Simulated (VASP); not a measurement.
Method: PBEsol GGA, VASP's PBE PAW potentials (set 64) (plane waves; VASP).

Input for VASP

INCAR:
```
# general
SYSTEM  = Ga2In2N4
PREC    = Accurate
ENCUT   = 520
LREAL   = F   # projection in real space or not
LASPH   = T   # aspherical one-centre terms

# electronic loop
EDIFF   = 1E-6   # SCF stop (eV)
NELM    = 100
ALGO    = Normal   # blocked Davidson
LMAXMIX = 4   # l cut-off of mixed one-centre charges

# smearing
ISMEAR  = 0
SIGMA   = 0.05   # width (eV)

# functional
GGA     = PS   # PBEsol

# ions
IBRION  = 2   # conjugate gradients
NSW     = 60   # most ionic steps
ISIF    = 3   # ions, shape and volume
EDIFFG  = -0.02   # ionic stop

# output
LWAVE   = F
LCHARG  = F
```

**KPOINTS**
```
Automatic
0
gamma
  4 4 7
```

File POSCAR:
```
Ga2In2N4
1.0
 -0.0176906244   4.7603927647   4.7603900756
  4.7426995745   0.0000025658   4.7426968838
  2.3713510702   2.3713510702   0.0000000000
In N Ga
2 4 2
Cart
 -0.0124336642   4.7551358045   4.7551265977
  2.3589161230   4.7551370874   7.1264750396
  1.1066526559   1.2646984148   1.2646943647
  3.4780024431   1.2646996977   3.6360428066
  1.2387031314   3.5039990089   3.5040010101
  3.6100529187   3.5040002918   5.8753494520
 -0.0013755990   2.3727266692   2.3727299186
  2.3699741882   2.3727279521   4.7440783605
```

POTCAR, in this order: In_d N Ga_d (PBE.64 set). Program: vasp_std.

Unless said otherwise, spin-orbit coupling is left out, though it shifts the bands of the heavy elements here.

Task: What does the run give for the energy per atom (σ→0), volume per atom, band gap (on the k-mesh)?

Result: 
The energy per atom (σ→0) comes out as -6.094 eV/atom and the band gap (on the k-mesh) is 0.19 eV. The volume per atom is 13.40 Å³/atom.

### OSZICAR
```
...
       N       E                     dE             d eps       ncg     rms          rms(c)
DAV:   1    -0.487525313332E+02   -0.71510E-04   -0.36532E-02  5982   0.119E+00    0.838E-02
DAV:   2    -0.487525672082E+02   -0.35875E-04   -0.13756E-03  6088   0.382E-01    0.335E-02
DAV:   3    -0.487525573245E+02    0.98837E-05   -0.17926E-04  6873   0.173E-01    0.172E-02
DAV:   4    -0.487525537905E+02    0.35340E-05   -0.31698E-05  7218   0.111E-01    0.870E-03
DAV:   5    -0.487525539034E+02   -0.11296E-06   -0.12505E-05  5891   0.271E-02    0.555E-03
DAV:   6    -0.487525538123E+02    0.91157E-07   -0.44514E-07  2943   0.117E-02
   4 F= -.48752554E+02 E0= -.48752542E+02  d E =-.944712E-04
```

The structure was generated: Ga2In2N4 was put into an ordered model structure (R3m), which need not be its known phase. This run relaxes it. Symmetry was kept, so distortions that lower it aren't found. The start is the result of an earlier pass.
